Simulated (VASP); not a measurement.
# AlB2C2 (P6/mmm) in VASP: a series of runs

The runs below take AlB2C2 through single point, relaxation of cell and atoms, with PBE.

Everything below comes from runs of VASP 6.6.1. Logs are shortened: lines on timing, memory, paths and dates and some standing lists are left out, and cuts for length are marked.

## Step 1: The cell of the first run

Symmetry: P6/mmm, No. 191, hexagonal system. The conventional cell has a = 5.229 Å, b = 5.229 Å, c = 2.804 Å, α = 90.00°, β = 90.00°, γ = 120.00°. Al (site symmetry 6/mmm) has 2 Al at 2.80 Å and 6 B at 3.02 Å as nearest neighbours. Around B (site symmetry -6m2) lie 2 C at 1.40 Å. Around C (site symmetry -6m2) lie 2 B at 1.40 Å.

The cell was built by a generator and needn't be a form met in nature.

## Step 2: Single point, PBE (random cell by space group and Wyckoff sites (P6/mmm, No. 191))

The input, INCAR:

```
PREC     = Accurate       # precision mode
ENCUT    = 520            # plane-wave cutoff, eV
EDIFF    = 1E-6           # SCF threshold, eV
ISMEAR   = 0              # smearing method
SIGMA    = 0.1            # smearing width, eV
LREAL    = F              # projectors in reciprocal space
LASPH    = T              # aspherical terms in the spheres
NELM     = 100            # most SCF steps
ALGO     = Normal         # electronic algorithm
ISIF     = 2              # what is computed and relaxed
LWAVE    = F              # write WAVECAR
LCHARG   = T              # write CHGCAR
GGA      = PE             # functional
LELF     = T              # ELF
LVHAR    = T            
NBANDS   = 16             # bands
```

The input, KPOINTS:

```
regular mesh
0
Gamma
  9 9 14
```

The input, POSCAR:

```
AlB2C2
1.0
    5.2286055249      0.0000000000      0.0000000000
   -2.6143027624      4.5281052109      0.0000000000
    0.0000000000      0.0000000000      2.8044385573
Al B C
1 2 2
Direct
    0.0000000000      0.0000000000      0.5000000000
    0.3333333333      0.6666666667      0.5000000000
    0.6666666667      0.3333333333      0.5000000000
    0.3333333333      0.6666666667      0.0000000000
    0.6666666667      0.3333333333      0.0000000000
```

Potentials or basis: VASP PAW PBE potentials, release 64 (Al, B, C).

Launch:

```
$ cat potpaw_PBE.64/Al/POTCAR potpaw_PBE.64/B/POTCAR potpaw_PBE.64/C/POTCAR > POTCAR
$ mpirun -np 1 vasp_std > vasp.out
```

OUTCAR:

```text
PREC = Accurate
   ENCUT = 520
   EDIFF = 1E-6
   ISMEAR = 0
   LREAL = F
   LASPH = T
   NELM = 100
   ISIF = 2
   GGA = PE

 ion  position               nearest neighbor table
   1  0.000  0.000  0.500-
   2  0.333  0.667  0.500-   4 1.40   4 1.40
   3  0.667  0.333  0.500-   5 1.40   5 1.40
   4  0.333  0.667  0.000-   2 1.40   2 1.40
   5  0.667  0.333  0.000-   3 1.40   3 1.40

  LATTYP: Found a hexagonal cell.
 ALAT       =     5.2286055249
 C/A-ratio  =     0.5363645324

  Lattice vectors:

 A1 = (   5.2286055249,   0.0000000000,   0.0000000000)
 A2 = (  -2.6143027624,   4.5281052109,   0.0000000000)
 A3 = (   0.0000000000,   0.0000000000,   2.8044385573)

Analysis of symmetry for initial positions (statically):
=====================================================================
 Subroutine PRICEL returns:
 Original cell was already a primitive cell.

 Routine SETGRP: Setting up the symmetry group for a
 hexagonal supercell.

 Subroutine GETGRP returns: Found 24 space group operations
 (whereof 24 operations were pure point group operations)
 out of a pool of 24 trial point group operations.

The static configuration has the point symmetry D_6h.

Analysis of symmetry for dynamics (positions and initial velocities):
=====================================================================
 Subroutine PRICEL returns:
 Original cell was already a primitive cell.

 Routine SETGRP: Setting up the symmetry group for a
 hexagonal supercell.

 Subroutine GETGRP returns: Found 24 space group operations
 (whereof 24 operations were pure point group operations)
 out of a pool of 24 trial point group operations.

The dynamic configuration has the point symmetry D_6h.

 Subroutine INISYM returns: Found 24 space group operations
 (whereof 24 operations are pure point group operations),
 and found     1 'primitive' translations

----------------------------------------------------------------------------------------

                                     Primitive cell

  volume of cell :      66.3970

[... 86 lines left out ...]
   ISTART =      0    job   : 0-new  1-cont  2-samecut
   ICHARG =      2    charge: 1-file 2-atom 10-const
   ISPIN  =      1    spin polarized calculation?
   LNONCOLLINEAR =      F non collinear calculations
   LSORBIT =      F    spin-orbit coupling
   LASPH  =      T    aspherical Exc in radial PAW
   ENCUT  =  520.0 eV  38.22 Ry    6.18 a.u.   9.72  9.72  5.21*2*pi/ulx,y,z
   NELM   =    100;   NELMIN=  2; NELMDL= -5     # of ELM steps
   EDIFF  = 0.1E-05   stopping-criterion for ELM
   LREAL  =      F    real-space projection
   EDIFFG = 0.1E-04   stopping-criterion for IOM
   NSW    =      0    number of steps for IOM
   IBRION =     -1    ionic relax: 0-MD 1-quasi-New 2-CG
   NFREE  =      0    steps in history (QN), initial steepest desc. (CG)
   ISIF   =      2    stress and relaxation
   ISYM   =      2    0-nonsym 1-usesym 2-fastsym
   POTIM  = 0.5000    time-step for ionic-motion
   TEBEG  =    0.0;   TEEND  =   0.0 temperature during run
   PSTRESS=    0.0 pullay stress
   NELECT =      17.0000    total number of electrons
   NUPDOWN=      -1.0000    fix difference up-down
   EMIN   =  10.00;   EMAX   =-10.00  energy-range for DOS
   EFERMI =   0.00;   METHOD = LEGACY
   ISMEAR =     0;   SIGMA  =   0.10  broadening in eV -4-tet -1-fermi 0-gaus
   EFERMI_NEDOS =   21; number of points for ismear=-14 and -15
   IALGO  =     38    algorithm
   IMIX   =      4    mixing-type and parameters
     AMIX     =   0.40;   BMIX     =  1.00
     AMIX_MAG =   1.60;   BMIX_MAG =  1.00
  volume/ion in A,a.u.               =      13.28        89.61
  Fermi-wavevector in a.u.,A,eV,Ry     =   1.039541  1.964448 14.703080  1.080646
  Thomas-Fermi vector in A             =   2.174076
   LORBIT       =      0    0 simple, 1 ext, 2 COOP (PROOUT), +10 PAW based schemes
   GGA     = PE    functional components
   LHFCALC =     F    Hartree Fock is set to
   AEXX    =    0.0000 exact exchange contribution
   IVDW    =     0    specifies the selected vdW correction
   LEPSILON=     F    determine dielectric tensor
   LRPA    =     F    only Hartree local field effects (RPA)
 non-spin polarized calculation
 Gauss-broadening in eV      SIGMA  =   0.10
  energy-cutoff  :      520.00
  volume of cell :       66.40
 maximum number of plane-waves:      1810
 NGX is ok and might be reduce to    40
   NGX = 19   NGY = 19   NGZ = 11

 number of electron      16.9999999 magnetization

 Free energy of the ion-electron system (eV)
  ---------------------------------------------------
  ext. energy  EPLUGINS =         0.00000000
  ---------------------------------------------------
  free energy    TOTEN  =       -30.98566541 eV

  energy without entropy =      -30.98014309  energy(sigma->0) =      -30.98290425

 E-fermi :   3.0793     XC(G=0):  -9.5192

 val. band max:        3.0616792462   @ k =   0.0000   0.0000   0.5000
 cond. band min:       3.0978444731   @ k =   0.3333  -0.0000   0.3571
 fundamental gap:      0.0361652269
 Fermi energy:         3.0793243967

 k-point     1 :       0.0000    0.0000    0.0000
  band No.  band energies     occupation
      1     -10.2301      2.00000
      2      -8.5087      2.00000
      3      -2.5262      2.00000
      4      -2.2250      2.00000
      5      -1.4550      2.00000
      6      -1.4550      2.00000
[... 433 lines left out ...]
      3      -3.6828      2.00000
      4      -2.4992      2.00000
      5      -2.4992      2.00000
      6      -0.5462      2.00000
[... 8 lines left out ...]
     15      12.3277      0.00000
     16      12.3277      0.00000

 [... further k-points ...]
[... 5 lines left out ...]
  --------------------------------------------------------------------------------------
  -------------------------------------------------------------------------------------
  Total       -0.0179366     -0.0179366     -0.0742959     -0.0000000      0.0000000     -0.0000000
  in kB       -0.4328141     -0.4328141     -1.7927805     -0.0000000      0.0000000     -0.0000000
  external PRESSURE =      -0.8861363 kB  Pullay stress =       0.0000000 kB

 VOLUME and BASIS-vectors are now :
 -----------------------------------------------------------------------------
  energy-cutoff  :      520.00
  volume of cell :       66.40
      direct lattice vectors                 reciprocal lattice vectors
     5.228605525  0.000000000  0.000000000     0.191255583  0.110421463  0.000000000
    -2.614302762  4.528105211  0.000000000     0.000000000  0.220842925  0.000000000
     0.000000000  0.000000000  2.804438557     0.000000000  0.000000000  0.356577611

 POSITION                                       TOTAL-FORCE (eV/Angst)
 -----------------------------------------------------------------------------------
      0.00000      0.00000      1.40222         0.000000      0.000000      0.000000
     -0.00000      3.01874      1.40222         0.000000     -0.000000      0.000000
      2.61430      1.50937      1.40222        -0.000000      0.000000      0.000000
     -0.00000      3.01874      0.00000         0.000000     -0.000000     -0.000000
      2.61430      1.50937      0.00000        -0.000000      0.000000      0.000000
 -----------------------------------------------------------------------------------
    total drift:                                0.000000     -0.000000     -0.000000

  FREE ENERGIE OF THE ION-ELECTRON SYSTEM (eV)
  ---------------------------------------------------
  free  energy   TOTEN  =       -30.9856654094 eV

  energy  without entropy=      -30.9801430881  energy(sigma->0) =      -30.98290425
```

stdout:

```text
POSCAR found type information on POSCAR AlB C
 POSCAR found :  3 types and       5 ions
 scaLAPACK will be used
 LDA part: xc-table for (Slater+PW92), standard interpolation
 POSCAR, INCAR and KPOINTS ok, starting setup
 FFT: planning ... GRIDC
 FFT: planning ... GRID_SOFT
 FFT: planning ... GRID
 WAVECAR not read
 entering main loop
```

It took 60 s on 1 thread of Intel Xeon 6975P-C (Granite Rapids), shared host; peak memory 0.24 GiB.

Results:

```yaml
Free_energy: -30.9857 eV
Pressure: -0.1 GPa
Band_gap_on_the_k_mesh: none (metal or under the smearing width)
```

## Step 3: Relaxation of cell and atoms, PBE (random cell by space group and Wyckoff sites (P6/mmm, No. 191))

The input, INCAR:

```
SYSTEM = AlB2C2
PREC     = Accurate       ! precision mode
ENCUT    = 600            ! plane-wave cutoff, eV
EDIFF    = 1E-6           ! SCF threshold, eV
ISMEAR   = 0              ! smearing method
SIGMA    = 0.1            ! smearing width, eV
LREAL    = .FALSE.        ! projectors in reciprocal space
LASPH    = .TRUE.         ! aspherical terms in the spheres
NELM     = 60             ! most SCF steps
ALGO     = Fast           ! electronic algorithm
ISIF     = 3              ! what is computed and relaxed
LWAVE    = .FALSE.        ! write WAVECAR
LCHARG   = .FALSE.        ! write CHGCAR
GGA      = PE             ! functional
IBRION   = 2              ! ionic algorithm
NSW      = 100            ! ionic steps
EDIFFG   = -0.01          ! ionic threshold
```

The input, KPOINTS:

```
regular mesh
0
G
  9 9 14
  0 0 0
```

Changes to POSCAR since step 2:

```diff
@@ -2,5 +2,5 @@
 1.0
-    5.2286055249      0.0000000000      0.0000000000
-   -2.6143027624      4.5281052109      0.0000000000
-    0.0000000000      0.0000000000      2.8044385573
+    5.2296612700      0.0000000000      0.0000000000
+   -2.6148306350      4.5290195130      0.0000000000
+    0.0000000000      0.0000000000      2.8058234734
 Al B C
```

Potentials or basis: VASP PAW PBE potentials, release 64 (Al, B, C).

Launch:

```
$ cat potpaw_PBE.64/Al/POTCAR potpaw_PBE.64/B/POTCAR potpaw_PBE.64/C/POTCAR > POTCAR
$ mpirun -np 1 vasp_std > vasp.out
```

Run time: 83 s. Hardware: 1 thread of Intel Xeon 6975P-C (Granite Rapids), shared host; peak memory 0.26 GiB.

It converged, with:

| Property | Result |
| --- | --- |
| Free energy | -30.9909 eV |
| Relaxed volume | 13.28 Å³/atom |
| Relaxed cell | a = 5.229 Å, b = 5.229 Å, c = 2.803 Å, α = 90.00°, β = 90.00°, γ = 120.00° |
| Space group after relaxing (to 0.05 Å) | P6/mmm (No. 191) |
| Energy gained by relaxing | 0.0 meV/atom |
| Ionic steps | 3 |
| Pressure after relaxing | -0.1 GPa |
| Band gap on the k mesh | none (metal or under the smearing width) |

Stress tensor (GPa, compression positive):
```
-0.11  0.00  0.00
 0.00 -0.11  0.00
 0.00  0.00  0.04
```

Step by step:
```
step  energy change (eV)  largest force (eV/Å)  pressure (GPa)  volume (Å³)
   1              0.0000                0.0000           -0.34        66.46
   2              0.0009                0.0000            0.66        66.18
   3             -0.0002                0.0000           -0.06        66.38
```

Final structure:
```
Al B C
1.0
     5.22895    0.00000    0.00000
    -2.61448    4.52841    0.00000
     0.00000    0.00000    2.80333
Al B C
1 2 2
Direct
  0.00000 0.00000 0.50000
  0.33333 0.66667 0.50000
  0.66667 0.33333 0.50000
  0.33333 0.66667 0.00000
  0.66667 0.33333 0.00000
```

Levels at points of the mesh, in eV from the Fermi level:
```tsv
k point	band 6	band 7	band 8	band 9	band 10	band 11	band 12
(0.00, 0.00, 0.00)	-4.54	-4.53	-3.14	-3.14	3.24	3.24	6.26
(0.00, 0.00, 0.50)	-0.66	-0.45	-0.02	0.69	0.69	0.80	0.80
```
